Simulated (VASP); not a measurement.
Output of a VASP run:

### OUTCAR
```
 ion  position               nearest neighbor table
   1  0.000  0.500  0.313-
   2  0.500  0.000  0.388-
   3  0.000  0.500  0.463-
   4  0.500  0.000  0.537-
   5  0.000  0.500  0.612-
   6  0.500  0.000  0.687-
   7  0.000  0.500  0.388-
   8  0.500  0.000  0.313-
   9  0.000  0.500  0.537-
  10  0.500  0.000  0.463-
  11  0.000  0.500  0.687-
  12  0.500  0.000  0.612-
  LATTYP: Found a simple tetragonal cell.
 ALAT       =     2.8247071509
 C/A-ratio  =     9.4419541657
 Subroutine PRICEL returns:
 Original cell was already a primitive cell.
 Subroutine GETGRP returns: Found 16 space group operations
The static configuration has the point symmetry D_2d.
 The point group associated with its full space group is D_4h.
The dynamic configuration has the point symmetry D_2d.
 Subroutine INISYM returns: Found 16 space group operations
 Subroutine IBZKPT returns following result:
 Found     10 irreducible k-points:

 Following reciprocal coordinates:
            Coordinates               Weight
  0.000000  0.000000  0.000000      1.000000
  0.142857  0.000000  0.000000      4.000000
  0.285714  0.000000  0.000000      4.000000
  0.428571  0.000000  0.000000      4.000000
  0.142857  0.142857  0.000000      4.000000
  0.285714  0.142857  0.000000      8.000000
  0.428571  0.142857  0.000000      8.000000
  0.285714  0.285714  0.000000      4.000000
  0.428571  0.285714  0.000000      8.000000
  0.428571  0.428571  0.000000      4.000000
   k-points           NKPTS =     10   k-points in BZ     NKDIM =     10   number of bands    NBANDS=     19
   number of dos      NEDOS =    301   number of ions     NIONS =     12
   total plane-waves  NPLWV =  35840
   dimension x,y,z NGX =    16 NGY =   16 NGZ =  140
   dimension x,y,z NGXF=    32 NGYF=   32 NGZF=  280
   ions per type =               6   6
   PREC   = normal    normal or accurate (medium, high low for compatibility)
   ISTART =      0    job   : 0-new  1-cont  2-samecut
   ICHARG =      2    charge: 1-file 2-atom 10-const
   ISPIN  =      1    spin polarized calculation?
   LNONCOLLINEAR =      F non collinear calculations
   LSORBIT =      F    spin-orbit coupling
   INIWAV =      1    electr: 0-lowe 1-rand  2-diag
   ENCUT  =  450.0 eV  33.07 Ry    5.75 a.u.   4.89  4.89 46.13*2*pi/ulx,y,z
   NELM   =    100;   NELMIN=  4; NELMDL= -5     # of ELM steps
   EDIFF  = 0.1E-04   stopping-criterion for ELM
   LREAL  =      F    real-space projection
   NLSPLINE    = F    spline interpolate recip. space projectors
   LMAXMIX     =    2 max onsite mixed and CHGCAR
   VOSKOWN=      0    Vosko Wilk Nusair interpolation
   EDIFFG = -.3E-01   stopping-criterion for IOM
   NSW    =     50    number of steps for IOM
   NBLOCK =      1;   KBLOCK =     50    inner block; outer block
   IBRION =      2    ionic relax: 0-MD 1-quasi-New 2-CG
   NFREE  =      1    steps in history (QN), initial steepest desc. (CG)
   ISIF   =      2    stress and relaxation
   ISYM   =      2    0-nonsym 1-usesym 2-fastsym
   TEIN   =    0.0    initial temperature
   TEBEG  =    0.0;   TEEND  =   0.0 temperature during run
   SMASS  =  -3.00    Nose mass-parameter (am)
   PSTRESS=    0.0 pullay stress
   NELECT =      24.0000    total number of electrons
   EFERMI =   0.00;   METHOD = LEGACY
   ISMEAR =     0;   SIGMA  =   0.05  broadening in eV -4-tet -1-fermi 0-gaus
   IALGO  =     38    algorithm
   LDIAG  =      T    sub-space diagonalisation (order eigenvalues)
   IMIX   =      4    mixing-type and parameters
     AMIX     =   0.40;   BMIX     =  1.00
     AMIX_MAG =   1.60;   BMIX_MAG =  1.00
     AMIN     =   0.10
   METAGGA = R2SCAN    functional components
   VOSKOWN =     0    Vosko Wilk Nusair interpolation
...
```

File OSZICAR:
```
...
DAV:   7    -0.405688440667E+02   -0.77845E-04   -0.96222E-06   300   0.312E-02    0.428E-04
DAV:   8    -0.405687845249E+02    0.59542E-04   -0.42686E-06   292   0.198E-02    0.324E-04
DAV:   9    -0.405687960729E+02   -0.11548E-04   -0.28585E-06   292   0.178E-02    0.212E-04
DAV:  10    -0.405687846151E+02    0.11458E-04   -0.15962E-06   292   0.127E-02    0.205E-04
DAV:  11    -0.405687964038E+02   -0.11789E-04   -0.58946E-07   289   0.832E-03    0.155E-04
DAV:  12    -0.405687847834E+02    0.11620E-04   -0.58669E-07   292   0.812E-03    0.617E-05
DAV:  13    -0.405687959156E+02   -0.11132E-04   -0.64425E-07   301   0.745E-03    0.645E-05
DAV:  14    -0.405687905881E+02    0.53275E-05   -0.44096E-07   289   0.620E-03
   6 F= -.40568791E+02 E0= -.40568791E+02  d E =-.929037E-02
       N       E                     dE             d eps       ncg     rms          rms(c)
DAV:   1    -0.405691215272E+02   -0.32561E-03   -0.42114E-01   380   0.570E+00    0.397E-02
DAV:   2    -0.405683688087E+02    0.75272E-03   -0.30769E-03   380   0.435E-01    0.209E-02
DAV:   3    -0.405688606842E+02   -0.49188E-03   -0.12965E-03   391   0.306E-01    0.994E-03
DAV:   4    -0.405687217380E+02    0.13895E-03   -0.58368E-04   399   0.216E-01    0.395E-03
DAV:   5    -0.405690707098E+02   -0.34897E-03   -0.10400E-04   389   0.962E-02    0.348E-03
DAV:   6    -0.405685743795E+02    0.49633E-03   -0.74989E-05   388   0.941E-02    0.151E-03
DAV:   7    -0.405690185087E+02   -0.44413E-03   -0.44236E-05   375   0.757E-02    0.917E-04
DAV:   8    -0.405691343136E+02   -0.11580E-03   -0.18591E-05   328   0.452E-02    0.867E-04
DAV:   9    -0.405690765540E+02    0.57760E-04   -0.92434E-06   300   0.299E-02    0.684E-04
DAV:  10    -0.405690836219E+02   -0.70678E-05   -0.33352E-06   292   0.171E-02
   7 F= -.40569084E+02 E0= -.40569084E+02  d E =-.958340E-02
       N       E                     dE             d eps       ncg     rms          rms(c)
DAV:   1    -0.405690776953E+02   -0.11413E-05   -0.74187E-02   380   0.239E+00    0.170E-02
DAV:   2    -0.405690708101E+02    0.68852E-05   -0.47124E-04   386   0.174E-01    0.901E-03
DAV:   3    -0.405688772509E+02    0.19356E-03   -0.26805E-04   391   0.152E-01    0.352E-03
DAV:   4    -0.405691339766E+02   -0.25673E-03   -0.14631E-04   386   0.116E-01    0.177E-03
DAV:   5    -0.405690589061E+02    0.75070E-04   -0.53099E-05   380   0.729E-02    0.184E-03
DAV:   6    -0.405691500096E+02   -0.91103E-04   -0.86103E-06   325   0.292E-02    0.976E-04
DAV:   7    -0.405690660992E+02    0.83910E-04   -0.79293E-06   303   0.268E-02    0.520E-04
DAV:   8    -0.405691575299E+02   -0.91431E-04   -0.47186E-06   292   0.217E-02    0.290E-04
DAV:   9    -0.405691567772E+02    0.75269E-06   -0.14722E-06   295   0.124E-02
   8 F= -.40569157E+02 E0= -.40569157E+02  d E =-.965656E-02
       N       E                     dE             d eps       ncg     rms          rms(c)
DAV:   1    -0.405691640231E+02   -0.64932E-05   -0.10802E-02   380   0.914E-01    0.668E-03
DAV:   2    -0.405688198354E+02    0.34419E-03   -0.10305E-04   380   0.969E-02    0.365E-03
DAV:   3    -0.405691100957E+02   -0.29026E-03   -0.85025E-05   391   0.991E-02    0.157E-03
DAV:   4    -0.405690917197E+02    0.18376E-04   -0.21693E-05   327   0.505E-02    0.718E-04
DAV:   5    -0.405691333091E+02   -0.41589E-04   -0.71899E-06   300   0.250E-02    0.637E-04
DAV:   6    -0.405691398614E+02   -0.65523E-05   -0.39927E-06   292   0.204E-02
   9 F= -.40569140E+02 E0= -.40569140E+02  d E =-.963964E-02
```

OUTCAR:
```
------------------------ aborting loop because EDIFF is reached ----------------------------------------
  FORCE on cell =-STRESS in cart. coord.  units (eV):
  Direction    XX          YY          ZZ          XY          YZ          ZX
  --------------------------------------------------------------------------------------
  Total       -1.3399455     -1.3399455     -1.0448709      0.0000000      0.0000000      0.0000000
  in kB      -10.0882433    -10.0882433     -7.8666722      0.0000000      0.0000000      0.0000000
  external PRESSURE =      -9.3477196 kB  Pullay stress =       0.0000000 kB
  volume of cell :      212.81
      direct lattice vectors                 reciprocal lattice vectors
     2.824707151  0.000000000  0.000000000     0.354019000  0.000000000  0.000000000
     0.000000000  2.824707151  0.000000000     0.000000000  0.354019000  0.000000000
     0.000000000  0.000000000 26.670755450     0.000000000  0.000000000  0.037494251
 POSITION                                       TOTAL-FORCE (eV/Angst)
 -----------------------------------------------------------------------------------
      0.00000      1.41235      8.37036         0.000000      0.000000      0.001723
      1.41235      0.00000     10.34087         0.000000     -0.000000     -0.029438
      0.00000      1.41235     12.33740        -0.000000      0.000000     -0.004228
      1.41235      0.00000     14.33336         0.000000     -0.000000      0.004228
      0.00000      1.41235     16.32989         0.000000     -0.000000      0.029438
      1.41235      0.00000     18.30040        -0.000000     -0.000000     -0.001723
      0.00000      1.41235     10.33480         0.000000     -0.000000      0.018859
      1.41235      0.00000      8.32591         0.000000      0.000000      0.004284
      0.00000      1.41235     14.33420         0.000000     -0.000000     -0.000216
      1.41235      0.00000     12.33655         0.000000      0.000000      0.000216
      0.00000      1.41235     18.34485         0.000000     -0.000000     -0.004284
      1.41235      0.00000     16.33596        -0.000000     -0.000000     -0.018859
 -----------------------------------------------------------------------------------
    total drift:                                0.000000      0.000000      0.000000
  FREE ENERGIE OF THE ION-ELECTRON SYSTEM (eV)
  ---------------------------------------------------
  free  energy   TOTEN  =       -40.5691398614 eV

  energy  without entropy=      -40.5691398614  energy(sigma->0) =      -40.56913986

 reached required accuracy - stopping structural energy minimisation
```
(Selected blocks of OUTCAR.)

### POSCAR
```
LiH(100) slab
1
    2.8247071509    -0.0000000000    -0.0000000000
   -0.0000000000     2.8247071509     0.0000000000
    0.0000000000     0.0000000000    26.6707554503
Li H
6 6
Direct
  0.0000000000   0.5000000000   0.3127750000
  0.5000000000   0.0000000000   0.3876650000
  0.0000000000   0.5000000000   0.4625550000
  0.5000000000   0.0000000000   0.5374450000
  0.0000000000   0.5000000000   0.6123350000
  0.5000000000   0.0000000000   0.6872250000
  0.0000000000   0.5000000000   0.3876650000
  0.5000000000   0.0000000000   0.3127750000
  0.0000000000   0.5000000000   0.5374450000
  0.5000000000   0.0000000000   0.4625550000
  0.0000000000   0.5000000000   0.6872250000
  0.5000000000   0.0000000000   0.6123350000
```

Question: Write an INCAR and KPOINTS that could have produced this output.

Answer: One answer among several that fit: the input of the run itself, r2SCAN meta-GGA, plane waves, VASP's PBE PAW potentials (set 64).

**KPOINTS**
```
K-points
0
Gamma
 7 7 1
```

**INCAR**
```
SYSTEM = LiH(100) slab
PREC = Normal
ENCUT = 450
EDIFF = 1E-5
NELM = 100
ALGO = Normal
LREAL = .FALSE.
LASPH = .TRUE.
ISMEAR = 0
SIGMA = 0.05
METAGGA = R2SCAN
LMIXTAU = .TRUE.
LWAVE = .TRUE.
LCHARG = .FALSE.
NELMIN = 4
LDIPOL = .TRUE.
IDIPOL = 3
DIPOL = 0.5 0.5 0.5
IBRION = 2
ISIF = 2
NSW = 50
EDIFFG = -0.03
```

POTCAR, in this order: Li_sv H (PBE.64 set). Program: vasp_std.

At this cut-off the stress carries a Pulay error, which pulls relaxed volumes low.

The cell is a thin slab with vacuum, built from LiH (rock salt): (100) face.
